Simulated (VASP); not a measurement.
Method: AM05 GGA, VASP's PBE PAW potentials (set 64) (plane waves; VASP).

A VASP calculation is set up with these files.

**INCAR**
```
# general
SYSTEM   =  ZrC
PREC     =  Accurate
ENCUT    =  520   # plane-wave cut-off (eV)
LREAL    =  F
LASPH    =  T

# electronic loop
EDIFF    =  1E-6   # SCF stop (eV)
NELM     =  100
ALGO     =  Normal
LMAXMIX  =  4

# smearing
ISMEAR   =  1   # Methfessel-Paxton
SIGMA    =  0.1   # width (eV)

# functional
GGA      =  AM

# ions
IBRION   =  2
NSW      =  60   # most ionic steps
ISIF     =  3   # ions, shape and volume
EDIFFG   =  -0.01

# output
LWAVE    =  F
LCHARG   =  F
```

File KPOINTS:
```
Automatic mesh
0
Gamma
12 12 12
0 0 0
```

### POSCAR
```
ZrC
1
    0.0000000000     2.3500000000     2.3500000000
    2.3500000000     0.0000000000     2.3500000000
    2.3500000000     2.3500000000     0.0000000000
Zr C
1 1
Direct
  0.0000000000   0.0000000000   0.0000000000
  0.5000000000   0.5000000000   0.5000000000
```

POTCAR, in this order: Zr_sv C (PBE.64 set). Program: vasp_std.

What VASP printed:

**OUTCAR**
```
 ion  position               nearest neighbor table
   1  0.000  0.000  0.000-   2 2.35   2 2.35   2 2.35   2 2.35   2 2.35   2 2.35
   2  0.500  0.500  0.500-   1 2.35   1 2.35   1 2.35   1 2.35   1 2.35   1 2.35
  LATTYP: Found a face centered cubic cell.
 ALAT       =     4.7000000000
 Subroutine PRICEL returns:
 Original cell was already a primitive cell.
 Subroutine GETGRP returns: Found 48 space group operations
The static configuration has the point symmetry O_h .
The dynamic configuration has the point symmetry O_h .
 Subroutine INISYM returns: Found 48 space group operations
 Subroutine IBZKPT returns following result:
 Found     72 irreducible k-points:

 Following reciprocal coordinates:
            Coordinates               Weight
  0.000000  0.000000  0.000000      1.000000
  0.083333  0.000000  0.000000      8.000000
  0.166667  0.000000  0.000000      8.000000
  0.250000  0.000000  0.000000      8.000000
  0.333333  0.000000  0.000000      8.000000
  0.416667  0.000000  0.000000      8.000000
  0.500000  0.000000  0.000000      4.000000
  0.083333  0.083333  0.000000      6.000000
  0.166667  0.083333  0.000000     24.000000
  0.250000  0.083333  0.000000     24.000000
  0.333333  0.083333  0.000000     24.000000
  0.416667  0.083333  0.000000     24.000000
  0.500000  0.083333  0.000000     24.000000
 -0.416667  0.083333  0.000000     24.000000
 -0.333333  0.083333  0.000000     24.000000
 -0.250000  0.083333  0.000000     24.000000
 -0.166667  0.083333  0.000000     24.000000
 -0.083333  0.083333  0.000000     12.000000
  0.166667  0.166667  0.000000      6.000000
  0.250000  0.166667  0.000000     24.000000
  0.333333  0.166667  0.000000     24.000000
  0.416667  0.166667  0.000000     24.000000
  0.500000  0.166667  0.000000     24.000000
 -0.416667  0.166667  0.000000     24.000000
...
```

### OSZICAR
```
       N       E                     dE             d eps       ncg     rms          rms(c)
DAV:   1     0.110509885779E+03    0.11051E+03   -0.90124E+03  1728   0.135E+03
DAV:   2    -0.172903803757E+02   -0.12780E+03   -0.12047E+03  2020   0.334E+02
DAV:   3    -0.230088535079E+02   -0.57185E+01   -0.55827E+01  2540   0.638E+01
DAV:   4    -0.232129321067E+02   -0.20408E+00   -0.20396E+00  2228   0.114E+01
DAV:   5    -0.232183495827E+02   -0.54175E-02   -0.54172E-02  2484   0.156E+00    0.215E+01
DAV:   6    -0.202303504123E+02    0.29880E+01   -0.14327E+01  1956   0.267E+01    0.855E+00
DAV:   7    -0.201060621172E+02    0.12429E+00   -0.65917E-01  2044   0.652E+00    0.603E+00
DAV:   8    -0.200888921472E+02    0.17170E-01   -0.13673E-01  1848   0.340E+00    0.123E+00
DAV:   9    -0.200859296838E+02    0.29625E-02   -0.27335E-02  2180   0.110E+00    0.472E-01
DAV:  10    -0.200859269258E+02    0.27580E-05   -0.19839E-03  2036   0.559E-01    0.299E-01
DAV:  11    -0.200857962522E+02    0.13067E-03   -0.53612E-04  1944   0.189E-01    0.202E-02
DAV:  12    -0.200857962912E+02   -0.39038E-07   -0.77845E-06  2388   0.340E-02
   1 F= -.20085796E+02 E0= -.20085676E+02  d E =-.200858E+02
       N       E                     dE             d eps       ncg     rms          rms(c)
DAV:   1    -0.203907486358E+02   -0.30495E+00   -0.11052E+01  1748   0.386E+01    0.785E+00
DAV:   2    -0.201054071104E+02    0.28534E+00   -0.62761E-01  1740   0.101E+01    0.229E+00
DAV:   3    -0.200566232361E+02    0.48784E-01   -0.34712E-01  2460   0.500E+00    0.974E-01
DAV:   4    -0.200639563962E+02   -0.73332E-02   -0.68232E-03  2028   0.800E-01    0.530E-01
DAV:   5    -0.200698660330E+02   -0.59096E-02   -0.12216E-02  2480   0.634E-01    0.167E-01
DAV:   6    -0.200703101083E+02   -0.44408E-03   -0.45874E-04  2708   0.181E-01    0.716E-02
DAV:   7    -0.200703679025E+02   -0.57794E-04   -0.54455E-05  2036   0.824E-02    0.222E-02
DAV:   8    -0.200703669285E+02    0.97404E-06   -0.39888E-06  1880   0.233E-02
   2 F= -.20070367E+02 E0= -.20070208E+02  d E =0.154294E-01
       N       E                     dE             d eps       ncg     rms          rms(c)
DAV:   1    -0.202096822808E+02   -0.13931E+00   -0.42011E+00  1748   0.243E+01    0.472E+00
DAV:   2    -0.201116392871E+02    0.98043E-01   -0.30289E-01  1780   0.681E+00    0.144E+00
DAV:   3    -0.200893637023E+02    0.22276E-01   -0.10516E-01  2336   0.281E+00    0.449E-01
DAV:   4    -0.200918849250E+02   -0.25212E-02   -0.38749E-03  2388   0.534E-01    0.341E-01
DAV:   5    -0.200941941630E+02   -0.23092E-02   -0.37847E-03  2804   0.354E-01    0.549E-02
DAV:   6    -0.200942708309E+02   -0.76668E-04   -0.19543E-04  2648   0.131E-01    0.419E-02
DAV:   7    -0.200942761655E+02   -0.53346E-05   -0.43407E-05  2156   0.868E-02    0.216E-02
DAV:   8    -0.200942793143E+02   -0.31488E-05   -0.42178E-06  1772   0.275E-02    0.179E-03
DAV:   9    -0.200942792072E+02    0.10712E-06   -0.11048E-07   936   0.289E-03
   3 F= -.20094279E+02 E0= -.20094140E+02  d E =-.848292E-02
```

**OUTCAR**
```
------------------------ aborting loop because EDIFF is reached ----------------------------------------
  FORCE on cell =-STRESS in cart. coord.  units (eV):
  Direction    XX          YY          ZZ          XY          YZ          ZX
  --------------------------------------------------------------------------------------
  Total       -0.0070839     -0.0070839     -0.0070839      0.0000000     -0.0000000      0.0000000
  in kB       -0.4466747     -0.4466747     -0.4466747      0.0000000     -0.0000000      0.0000000
  external PRESSURE =      -0.4466747 kB  Pullay stress =       0.0000000 kB
  volume of cell :       25.41
      direct lattice vectors                 reciprocal lattice vectors
     0.000000000  2.333388186  2.333388186    -0.214280677  0.214280677  0.214280677
     2.333388186 -0.000000000  2.333388186     0.214280677 -0.214280677  0.214280677
     2.333388186  2.333388186  0.000000000     0.214280677  0.214280677 -0.214280677
 POSITION                                       TOTAL-FORCE (eV/Angst)
 -----------------------------------------------------------------------------------
      0.00000      0.00000      0.00000        -0.000000      0.000000      0.000000
      2.33339      2.33339      2.33339         0.000000     -0.000000     -0.000000
 -----------------------------------------------------------------------------------
    total drift:                                0.000000      0.000000      0.000000
  FREE ENERGIE OF THE ION-ELECTRON SYSTEM (eV)
  ---------------------------------------------------
  free  energy   TOTEN  =       -20.0942792072 eV

  energy  without entropy=      -20.0938615668  energy(sigma->0) =      -20.09413999

 reached required accuracy - stopping structural energy minimisation
```
(Selected blocks of OUTCAR.)

File CONTCAR:
```
ZrC
   1.00000000000000
     0.0000000000000000    2.3333881856160108    2.3333881856160108
     2.3333881856160108   -0.0000000000000000    2.3333881856160108
     2.3333881856160108    2.3333881856160108    0.0000000000000000
  Zr              C
     1     1
Direct
     0.0000000000000000    0.0000000000000000    0.0000000000000000
     0.5000000000000000    0.5000000000000000    0.5000000000000000
```

Energy and stress use the plane-wave basis of the starting cell.

The compound is ZrC in the rock salt structure. This run relaxes it. Symmetry was kept, so distortions that lower it aren't found.
